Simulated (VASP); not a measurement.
# Bulk modulus of hcp metals: PBEsol against PBE

VASP (plane waves, PAW); cells keep the symmetry of their structure type. Static lattice, from a third-order Birch-Murnaghan fit over five volumes at each level.

Here x stands for PBE B0 and y for PBEsol B0.

```csv
solid,PBE B0 (GPa),PBEsol B0 (GPa),cut-off (eV)
Sc,54.4,57.9,520
Ti,112.0,119.2,520
Be,123.1,124.0,520
Tc,300.7,326.2,520
Ru,312.5,348.4,520
Os,404.6,?,520
```

Fit y of the 5 rows that show it with a straight line. With u = x - 181, the rows have u = -126.60, -69.00, -57.90, 119.70, 131.50. Means: u -0.46000, y 195.14. About the means, the sum of products is 62575 and the sum of squares of u is 55760; the slope is their ratio. Least squares gives y = 195.66 + 1.12222·u. Residuals (row less fit): 4.31, 0.97, -6.68, -3.79, 5.17; standard error 5.92 (degrees of freedom: 3). The slope is 1.12 with a standard error of 0.025.

Problem. Predict the withheld y at x = 404.6 from the fit, and compare with the calculation.

Solution. u = 223.60, so y = 195.66 + 1.12222 × 223.60 = 446.59 GPa. The calculation gives 441.9 GPa, 4.69 GPa below the prediction (1.2 % of the range of y in the table). The row lies outside the fitted rows, so this is an extrapolation. From the scatter of the fitted rows alone, a prediction at this place has a standard error of 8.59 GPa, so the miss is 0.5 times that.

The rows are a random draw from the solids of this series computed here; series whose standard error about the line passes 12 to 30 % of the range of y, or with no trend, aren't shown in this form.
